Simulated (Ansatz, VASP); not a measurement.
# Two plane-wave programs on Zr3MoC

The input INCAR:

```
SYSTEM = Zr3MoC
  PREC = Accurate
  ENCUT = 600
  EDIFF = 1E-6
  ISMEAR = -1
  SIGMA = 0.05
  LREAL = .FALSE.
  LASPH = .TRUE.
  NELM = 80
  ALGO = Fast
  ISIF = 3
  LWAVE = .FALSE.
  LCHARG = .FALSE.
  GGA = B5
  ALDAX = 1.0
  AGGAX = 1.0
  AGGAC = 1.0
  ALDAC = 0.0
  IBRION = 2
  NSW = 60
  EDIFFG = -0.01
```

Contents of KPOINTS:

```
Automatic mesh
0
G
  5 5 5
  0 0 0
```

Contents of POSCAR:

```
Zr3MoC
1.0
    4.9425100000      0.0000000000      0.0000000000
    0.0000000000      4.9425100000      0.0000000000
    0.0000000000      0.0000000000      4.9425100000
Zr Mo C
3 1 1
Direct
    0.5000000000      0.0000000000      0.0000000000
    0.0000000000      0.5000000000      0.0000000000
    0.0000000000      0.0000000000      0.5000000000
    0.0000000000      0.0000000000      0.0000000000
    0.5000000000      0.5000000000      0.5000000000
```

The input input.yaml:

```yaml
crystal:
  lattice:
    - [4.94251, 0.0, 0.0]
    - [0.0, 4.94251, 0.0]
    - [0.0, 0.0, 4.94251]
  atoms:
    - { symbol: Zr, position: [0.5, 0.0, 0.0] }
    - { symbol: Zr, position: [0.0, 0.5, 0.0] }
    - { symbol: Zr, position: [0.0, 0.0, 0.5] }
    - { symbol: Mo, position: [0.0, 0.0, 0.0] }
    - { symbol: C, position: [0.5, 0.5, 0.5] }
hamiltonian:
  xc: blyp
  pseudopotentials: { kind: paw }
kpoints:
  mp_grid: { grid: [5, 5, 5] }
scf:
  occupations: { method: fermi_dirac, width: 0.05 }
output:
  forces: true
  stress: true
  eigenvalues: true
relax:
  f_tol: 0.01
  max_steps: 40
  cell: { stress_tol: 0.05 }
```

The cell was built by a generator and needn't be a form met in nature.

Alike in both runs: task relaxation of cell and atoms; functional BLYP; k mesh 5 × 5 × 5; occupations fermi-dirac, width 0.05 eV; no spin polarisation.

|  | VASP | Ansatz |
| --- | --- | --- |
| version | VASP 6.6.1 | Ansatz 0.2.0 |
| potentials or method | VASP PAW PBE potentials, release 64 (Zr_sv, Mo_sv, C) | Ansatz PAW |
| plane-wave cutoff (eV) | 600 | 420 |
| valence electrons in the cell | 54 | 54 |

```csv
,VASP,Ansatz,Ansatz less VASP
"gap on the k mesh at the Fermi level, each at its own relaxed structure (eV)",none,none,-
relaxed volume (Å³/atom),25.64,25.54,-0.098
relaxed cell length with the largest relative difference (Å),5.042,5.036,-0.0064
energy change over the relaxation (meV/atom),-20,-18,+2.3
```

A gap of «none» marks a metal or a gap that the smearing closes.

Caveats: the PAW data sets were made with another functional, which shifts forces and pressure a little (VASP); the plane-wave basis is chosen anew once the cell has moved, so the energies of steps on either side of that aren't comparable (Ansatz); the PAW data sets come from PBE, with cores solved anew for the run's functional, which leaves a small shift of forces and pressure (Ansatz).
